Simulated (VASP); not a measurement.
Ni: relaxation of cell and atoms with LDA

The system is Ni.

```
CELL_PARAMETERS angstrom
0.00000 1.76194 1.76194
1.76194 0.00000 1.76194
1.76194 1.76194 0.00000
ATOMIC_POSITIONS crystal
Ni 0.00000 0.00000 0.00000
```

```json
{
  "Program": "VASP 6.6.1",
  "Task": "relaxation of cell and atoms",
  "Functional": "LDA",
  "Potentials or basis": "VASP PAW LDA potentials, release 64 (Ni)",
  "Cutoff": "350 eV",
  "k mesh": "10 × 10 × 10",
  "Occupations": "gaussian, width 0.1 eV",
  "Spin": "collinear spin, ferromagnetic start",
  "Starting moments": "[0.8] μB",
  "Further INCAR settings": "ALGO = Fast; EDIFF = 1e-07; IBRION = 2; EDIFFG = -0.002; NSW = 80; ISIF = 3"
}
```

```json
{
 "Relaxed volume": "10.02 Å³/atom",
 "Relaxed cell": "a = 2.420 Å, b = 2.420 Å, c = 2.420 Å, α = 60.00°, β = 60.00°, γ = 60.00°",
 "Space group after relaxing (to 0.05 Å)": "Fm-3m (No. 225)",
 "Energy gained by relaxing": "55.6 meV/atom",
 "Ionic steps": "10",
 "Pressure after relaxing": "0.0 GPa",
 "Band gap on the k mesh": "none (metal or under the smearing width)",
 "Net moment": "0.65 μB per cell",
 "Site moments": "Ni +0.65 μB",
 "Valence electrons inside the program's atomic spheres": "Ni 9.47"
}
```

The path:
```
step  energy change (eV)  largest force (eV/Å)  pressure (GPa)  volume (Å³)
   1              0.0000                0.0000          -17.73        10.94
   2              0.0187                0.0000           29.48         9.13
   3             -0.0556                0.0000           -0.38        10.04
   4             -0.0556                0.0000           -0.17        10.02
   5             -0.0556                0.0000            0.29        10.00
   6             -0.0556                0.0000           -0.14        10.02
   7             -0.0556                0.0000            0.04        10.02
   8             -0.0556                0.0000           -0.05        10.02
   9             -0.0556                0.0000            0.15        10.02
  10             -0.0556                0.0000           -0.03        10.02
```

Final structure:
```
CELL_PARAMETERS angstrom
0.00000 1.71111 1.71111
1.71111 0.00000 1.71111
1.71111 1.71111 0.00000
ATOMIC_POSITIONS crystal
Ni 0.00000 0.00000 0.00000
```

Levels at points of the mesh, in eV from the Fermi level:
Spin up:
| k point | band 1 | band 2 | band 3 | band 4 | band 5 | band 6 | band 7 | band 8 | band 9 |
| --- | --- | --- | --- | --- | --- | --- | --- | --- | --- |
| (0.00, 0.00, 0.00) | -9.59 | -2.61 | -2.61 | -2.61 | -1.31 | -1.31 | 24.45 | 28.86 | 28.86 |
| (0.50, 0.00, 0.00) | -5.30 | -2.62 | -2.62 | -0.53 | -0.53 | -0.43 | 6.30 | 22.93 | 26.00 |
| (0.50, 0.50, 0.00) | -5.16 | -4.63 | -0.49 | -0.36 | -0.36 | 2.48 | 10.01 | 15.53 | 15.53 |
Spin down:
```tsv
k point	band 2	band 3	band 4	band 5	band 6	band 7	band 8	band 9
(0.00, 0.00, 0.00)	-1.95	-1.95	-1.95	-0.70	-0.70	24.44	28.92	28.92
(0.50, 0.00, 0.00)	-2.03	-2.03	-0.39	0.17	0.17	6.72	22.92	26.13
(0.50, 0.50, 0.00)	-4.08	0.14	0.40	0.40	2.55	10.32	15.62	15.62
```

It took 20 s on 1 thread of Intel(R) Xeon(R) Platinum 8488C (Sapphire Rapids), with other jobs on the host, peak memory 0.12 GiB.

LDA usually gives volumes a few per cent too small. Zero-point motion and thermal expansion aren't in these numbers.
